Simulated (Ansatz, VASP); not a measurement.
PdI in VASP and in Ansatz

```xyz
2
Lattice="3.6482 0.0000 0.0000 -1.8241 3.1595 0.0000 0.0000 0.0000 3.5552" Properties=species:S:1:pos:R:3 pbc="T T T"
Pd    0.0000    0.0000    0.0000
I     0.0000    2.1063    1.7776
```

Alike in both runs: functional LDA; k mesh 13 × 13 × 11; occupations fermi-dirac, width 0.1 eV; no spin polarisation.

Ansatz relaxed the structure, and its values are those at the end. VASP's run is a single point on that final structure, the one shown.

```csv
,VASP,Ansatz
version,VASP 6.6.1,Ansatz 0.2.0
potentials or method,"VASP PAW LDA potentials, release 64 (Pd, I)","PAW with Ansatz's default frozen-core files, scalar-relativistic"
plane-wave cutoff (eV),520,420
valence electrons in the cell,17,35
```

```tsv
	VASP	Ansatz	Ansatz less VASP
pressure (GPa)	9.3	9.1	-0.16
```

The two sets of potentials don't hold the same shells in valence.

Caveats: an odd number of electrons without spin polarisation forces a metal; a magnetic or distorted state may lie lower. Spin-orbit coupling is left out, which matters for the levels of I.
